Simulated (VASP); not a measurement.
Level of theory: PBE GGA, VASP's PBE PAW potentials (set 64) (plane waves; VASP 6.6.1).

Input for VASP

File POSCAR:
```
Al35N35O
1
    4.6932676572    -8.1289780179     0.0000000000
    4.6932676572     8.1289780179     0.0000000000
    0.0000000000     0.0000000000    10.0192026156
Al N O
35 35 1
Direct
  0.2212922826   0.1112110309   0.2447829756
  0.1104772007   0.2235166822   0.9993519514
  0.2163723410   0.1077488109   0.7520714388
  0.1107283087   0.2260684785   0.5026473962
  0.2219638004   0.4445284226   0.2490949112
  0.1111233152   0.5555912782   0.0003514954
  0.2229400455   0.4450580851   0.7503954596
  0.1110011138   0.5553831258   0.4997241970
  0.2222432518   0.7780732873   0.2490905352
  0.1101283584   0.8870404945   0.9992796890
  0.2215666444   0.7766130887   0.7514007021
  0.1106160579   0.8842303072   0.5030747871
  0.5563779769   0.1112078947   0.2448189391
  0.4445960366   0.2226846187   0.9995182463
  0.5579919315   0.1077367702   0.7521312762
  0.5568768127   0.4471192162   0.2484686937
  0.4440323166   0.5567026298   0.0016160671
  0.5576851437   0.4487015828   0.7537830091
  0.4447945058   0.5580908313   0.4999809040
  0.5561404595   0.7796117538   0.2496372222
  0.4434729483   0.8871161819   0.9993072923
  0.5564809874   0.7775387785   0.7502369179
  0.4402017979   0.8842328080   0.5030741339
  0.8893291465   0.1121399830   0.2487252598
  0.7796646701   0.2235737860   0.9993483425
  0.8887391776   0.1109226994   0.7506633658
  0.7819158480   0.2260742562   0.5026586365
  0.8891311414   0.4445227675   0.2490893565
  0.7792227378   0.5566704844   0.0016083083
  0.8887681916   0.4450185276   0.7503742431
  0.7798404535   0.5580718020   0.4999539202
  0.8900473296   0.7796579822   0.2496570787
  0.7778640476   0.8891687992   0.0001639666
  0.8877461483   0.7775733060   0.7502582440
  0.7788718223   0.8912233225   0.5000073420
  0.1921411021   0.0958007490   0.4324590991
  0.1110395218   0.2236289363   0.1894382362
  0.2213791855   0.1107588586   0.9441274394
  0.1112550313   0.2227658168   0.6921653003
  0.2247446440   0.4452105481   0.4412612926
  0.1111240239   0.5556914164   0.1918423801
  0.2230464047   0.4454935539   0.9410901098
  0.1108440686   0.5550138042   0.6907451041
  0.2216552358   0.7767713413   0.4412388452
  0.1111424477   0.8882572176   0.1894303648
  0.2218599212   0.7771366676   0.9413516166
  0.1104779772   0.8875305553   0.6926464700
  0.5701994768   0.0958607942   0.4324958359
  0.4456280090   0.2247696895   0.1945122990
  0.5559915632   0.1108148105   0.9441206906
  0.4440460926   0.2214235204   0.7213771194
  0.4445156088   0.5562299836   0.1928968304
  0.5564015198   0.4462237357   0.9452286782
  0.4457321310   0.5548827839   0.6894245634
  0.5562911607   0.7795947356   0.4414324375
  0.4435930068   0.8882734222   0.1895140210
  0.5557916965   0.7775387136   0.9410612503
  0.4435979426   0.8874247427   0.6926735968
  0.8897110522   0.1129490187   0.4407245476
  0.7790339653   0.2236494166   0.1894252949
  0.8888391352   0.1111180509   0.9408947381
  0.7780751077   0.2227081818   0.6921339145
  0.8870786007   0.4452646297   0.4412263626
  0.7783281015   0.5562552815   0.1929058362
  0.8890965417   0.4455421616   0.9410988204
  0.7758140100   0.5549093112   0.6893732211
  0.8898445685   0.7795981334   0.4413863758
  0.7781478505   0.8897098994   0.1915934845
  0.8882477536   0.7774777516   0.9410639987
  0.7781142061   0.8895925218   0.6910395973
  0.5709619839   0.4753523713   0.4331129233
```

**KPOINTS**
```
K-points
0
gamma
1 1 1
```

### INCAR
```
# general
SYSTEM     = Al35N35O
PREC       = Normal
ENCUT      = 400
LREAL      = Auto
LASPH      = .TRUE.
ISYM       = 0
NELECT     = 285.0

# electronic loop
EDIFF      = 1E-6
NELM       = 100
NELMIN     = 4
ALGO       = Fast

# smearing
ISMEAR     = 0
SIGMA      = 0.05

# functional
GGA        = PE

# spin
ISPIN      = 2
MAGMOM     = 71*0.0423
NUPDOWN    = 3

# output
LWAVE      = .TRUE.
LCHARG     = .FALSE.
LORBIT     = 11

# other
LHYPERFINE = .TRUE.
```

POTCAR, in this order: Al N O (PBE.64 set). Program: vasp_gam. Read from the step before: WAVECAR.

The run wrote:

OSZICAR:
```
       N       E                     dE             d eps       ncg     rms          rms(c)
DAV:   1    -0.527966602771E+03   -0.52797E+03   -0.87411E-06   776   0.813E-03    0.325E-03
RMM:   2    -0.527966602401E+03    0.37012E-06   -0.17727E-06   460   0.313E-03    0.174E-03
RMM:   3    -0.527966602393E+03    0.77198E-08   -0.62427E-07   560   0.156E-03    0.110E-03
RMM:   4    -0.527966602389E+03    0.42000E-08   -0.15437E-07   432   0.827E-04
   1 F= -.52796660E+03 E0= -.52796660E+03  d E =-.164102E-05  mag=     3.0000
```

**OUTCAR**
```
------------------------ aborting loop because EDIFF is reached ----------------------------------------
  FORCE on cell =-STRESS in cart. coord.  units (eV):
  Direction    XX          YY          ZZ          XY          YZ          ZX
  --------------------------------------------------------------------------------------
  Total      -15.6609310    -16.8643210    -26.4761786      1.2455134     -0.1343472     -0.2274653
  in kB      -32.8211453    -35.3431306    -55.4870272      2.6102647     -0.2815560     -0.4767067
  external PRESSURE =     -41.2171010 kB  Pullay stress =       0.0000000 kB
  volume of cell :      764.49
      direct lattice vectors                 reciprocal lattice vectors
     4.693267657 -8.128978018  0.000000000     0.106535582 -0.061508347  0.000000000
     4.693267657  8.128978018  0.000000000     0.106535582  0.061508347  0.000000000
     0.000000000  0.000000000 10.019202616     0.000000000  0.000000000  0.099808342
 POSITION                                       TOTAL-FORCE (eV/Angst)
 -----------------------------------------------------------------------------------
      1.56053     -0.89485      2.45253         0.006299     -0.000427      0.005264
      1.56752      0.91890     10.01271         0.007151      0.008210     -0.000040
      1.52119     -0.88300      7.53516         0.011501      0.011763      0.004916
      1.58068      0.93760      5.03613        -0.001688      0.005169     -0.004953
      3.12803      1.80922      2.49573         0.001351      0.003795     -0.000570
      3.12907      3.61307      0.00352        -0.004069      0.000827     -0.007752
      3.13509      1.80559      7.51836         0.002177      0.005506     -0.003197
      3.12752      3.61237      5.00684        -0.007747     -0.000913      0.000788
      4.69475      4.51833      2.49569         0.000289     -0.002080     -0.000854
      4.67998      6.31550     10.01199        -0.003186      0.004058      0.006206
      4.68472      4.51196      7.52844        -0.012433     -0.014919     -0.008717
      4.66908      6.28869      5.04041        -0.004123      0.000776     -0.012239
      3.13316     -3.61878      2.45289         0.007472      0.001485      0.005125
      3.13173     -1.80391     10.01438         0.010637      0.001243     -0.007231
      3.12444     -3.66011      7.53576         0.003630     -0.000680     -0.004365
      4.71202     -0.89222      2.48946        -0.004891      0.001871      0.016710
      4.69672      0.91589      0.01619         0.003990      0.002550     -0.002005
      4.72324     -0.88592      7.55230         0.013564      0.008096     -0.000004
      4.70681      0.92098      5.00941        -0.013717     -0.001229      0.002202
      6.26904      1.81659      2.50117        -0.010904      0.003983     -0.004459
      6.24481      3.60637     10.01226         0.000939     -0.012327      0.006498
      6.26091      1.79697      7.51678        -0.006666     -0.000798     -0.008056
      6.21593      3.60952      5.04040        -0.002556      0.002888     -0.008333
      4.70016     -6.31775      2.49203         0.018447      0.017306     -0.002422
      4.70847     -4.52045     10.01267         0.005349      0.003899      0.003150
      4.69168     -6.32285      7.52105         0.011339     -0.000096     -0.017061
      4.73077     -4.51842      5.03624         0.004881      0.005142     -0.010004
      6.25919     -3.61421      2.49568         0.004059      0.000268     -0.002450
      6.26970     -1.80912      0.01611         0.006706     -0.001509      0.002155
      6.25982     -3.60723      7.51815         0.007441      0.005517     -0.002371
      6.27918     -1.80275      5.00914        -0.001760     -0.012997      0.002225
      7.83637     -0.89735      2.50136        -0.010274     -0.014166     -0.009232
      7.82383      0.90479      0.00164        -0.000574      0.000640     -0.002040
      7.81579     -0.89559      7.51699        -0.013786      0.001989     -0.013991
      7.83820      0.91330      5.00967         0.000150     -0.004218      0.008699
      1.35139     -0.78315      4.33290        -0.001575     -0.006942      0.012557
      1.57069      0.91524      1.89802        -0.002002      0.001795      0.007232
      1.55881     -0.89923      9.45940        -0.002007     -0.001988     -0.008076
      1.56765      0.90647      6.93494        -0.000533     -0.012576     -0.002896
      3.14428      1.79216      4.42109         0.002010     -0.008080     -0.005159
      3.12954      3.61388      1.92211         0.006607      0.001487      0.008013
      3.13764      1.80827      9.42897         0.003812      0.001588     -0.007004
      3.12505      3.61065      6.92072         0.003050      0.006961      0.003604
      4.68588      4.51253      4.42086         0.013959      0.006471      0.010835
      4.69045      6.31715      1.89794        -0.007297      0.002981      0.016298
      4.68856      4.51383      9.43159        -0.000585      0.003137     -0.002075
      4.68392      6.31664      6.93977        -0.000855      0.001532     -0.010995
      3.12600     -3.85589      4.33326        -0.007102      0.000912      0.012188
      3.14636     -1.79535      1.94886        -0.013281     -0.007702     -0.013767
      3.12950     -3.61883      9.45934        -0.003924      0.003550     -0.002581
      3.12323     -1.80969      7.22762        -0.011651     -0.003100      0.026254
      4.69677      0.90812      1.93267         0.012144      0.006809      0.008640
      4.70559     -0.89563      9.47044        -0.005322     -0.003411      0.004218
      4.69615      0.88728      6.90748         0.000636     -0.001687     -0.004461
      6.26967      1.81523      4.42280        -0.005611     -0.001580     -0.005246
      6.25081      3.61480      1.89878        -0.003819     -0.014186      0.007615
      6.25768      1.80258      9.42868        -0.007950      0.003213     -0.006035
      6.24685      3.60786      6.94004         0.010192      0.004537     -0.012678
      4.70575     -6.31428      4.41571        -0.003590     -0.009224      0.010069
      4.70586     -4.51471      1.89789         0.002531     -0.016123      0.010744
      4.69307     -6.32208      9.42702         0.010219      0.004876     -0.000857
      4.69694     -4.51457      6.93463        -0.003472      0.009736      0.003772
      6.25304     -3.59150      4.42074        -0.011766     -0.000088      0.002128
      6.26356     -1.80523      1.93276         0.009950      0.010354      0.006115
      6.26382     -3.60564      9.42906         0.000719      0.001012     -0.012826
      6.24544     -1.79573      6.90697        -0.001914     -0.001252      0.003047
      7.83514     -0.89619      4.42234        -0.000627     -0.003862      0.003284
      7.82770      0.90689      1.91961        -0.004791      0.003468      0.007890
      7.81770     -0.90045      9.42871         0.003505     -0.008255     -0.010616
      7.82699      0.90620      6.92367        -0.006046     -0.003841     -0.006012
      4.91063     -0.77721      4.33945        -0.002612     -0.001145      0.015184
 -----------------------------------------------------------------------------------
    total drift:                                0.017672      0.009295      0.006447
  FREE ENERGIE OF THE ION-ELECTRON SYSTEM (eV)
  ---------------------------------------------------
  free  energy   TOTEN  =      -527.9666023889 eV

  energy  without entropy=     -527.9666007479  energy(sigma->0) =     -527.96660157

 total charge

# of ion       s       p       d       tot
------------------------------------------
    1        0.361   0.436   0.000   0.797
    2        0.360   0.434   0.000   0.795
    3        0.361   0.438   0.000   0.800
    4        0.366   0.442   0.000   0.808
    5        0.359   0.432   0.000   0.792
    6        0.359   0.431   0.000   0.790
    7        0.359   0.429   0.000   0.788
    8        0.360   0.427   0.000   0.787
    9        0.359   0.430   0.000   0.789
   10        0.361   0.435   0.000   0.795
   11        0.360   0.433   0.000   0.793
   12        0.365   0.443   0.000   0.808
   13        0.361   0.436   0.000   0.797
...
```
(Selected blocks of OUTCAR.)

At this cut-off the stress carries a Pulay error, which pulls relaxed volumes low. The cell is charged, with a uniform compensating background.  The supercell is sampled at Γ alone, which is coarse: total energies, pressure and levels can be off, energies of defects by several tenths of an eV.

The cell is a supercell with a defect, built from AlN (wurtzite): O_N-vac_Al, charge +1.
